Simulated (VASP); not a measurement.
An input for Quantum ESPRESSO's pw.x (written as the equivalent of a VASP run, and not itself run):

```
&CONTROL
  calculation = 'vc-relax'
  pseudo_dir = './pseudo'
  outdir = './out'
  tprnfor = .true.
  tstress = .true.
  nstep = 30
  forc_conv_thr = 0.00039
/
&SYSTEM
  ibrav = 0
  nat = 2
  ntyp = 1
  ecutwfc = 84
  occupations = 'smearing'
  smearing = 'methfessel-paxton'
  degauss = 0.00735
  input_dft = 'revpbe'
/
&ELECTRONS
  conv_thr = 7.3e-09
  electron_maxstep = 100
/
&IONS
/
&CELL
  cell_dofree = 'shape'
/
ATOMIC_SPECIES
  Zn 65.380 Zn.upf
CELL_PARAMETERS angstrom
     1.3394021   -2.3199130    0.0000000
     1.3394021    2.3199130    0.0000000
     0.0000000    0.0000000    4.8709784
ATOMIC_POSITIONS crystal
  Zn   0.3333330  0.6666670  0.2500000
  Zn   0.6666670  0.3333330  0.7500000
K_POINTS automatic
  15 15 8 0 0 0
```

### Question
Translate this input to VASP (INCAR, KPOINTS, POSCAR, choice of POTCAR).

### Answer
Several could match; the one computed here: 
**POSCAR**
```
Zn
1.0
  1.3394021309  -2.3199129861   0.0000000000
  1.3394021309   2.3199129861   0.0000000000
  0.0000000000   0.0000000000   4.8709784215
Zn
2
Direct
  0.3333330000   0.6666670000   0.2500000000
  0.6666670000   0.3333330000   0.7500000000
```

**KPOINTS**
```
Automatic mesh
0
Gamma
15 15 8
0 0 0
```

### INCAR
```
SYSTEM = Zn
PREC = Accurate
ENCUT = 520
EDIFF = 1E-7
NELM = 100
ALGO = Normal
LREAL = .FALSE.
LASPH = .TRUE.
ISMEAR = 1
SIGMA = 0.1
GGA = RE
LMAXMIX = 4
LWAVE = .FALSE.
LCHARG = .FALSE.
ISIF = 4
IBRION = 2
NSW = 30
EDIFFG = -0.01
```

POTCAR, in this order: Zn (PBE.64 set). Program: vasp_std.

The two are equivalent in intent, not identical: the potentials are each code's own (VASP's PAW set, PseudoDojo norm-conserving files in pw.x), so ENCUT and ecutwfc are chosen apart and not converted; conv_thr bounds pw.x's estimated SCF error, while EDIFF bounds the energy change between steps; forc_conv_thr acts on force components and is met together with etot_conv_thr.

The compound is Zn in the hcp structure. This cell is one point of a volume scan, at 0.97 of the reference volume. Symmetry was kept, so distortions that lower it aren't found.
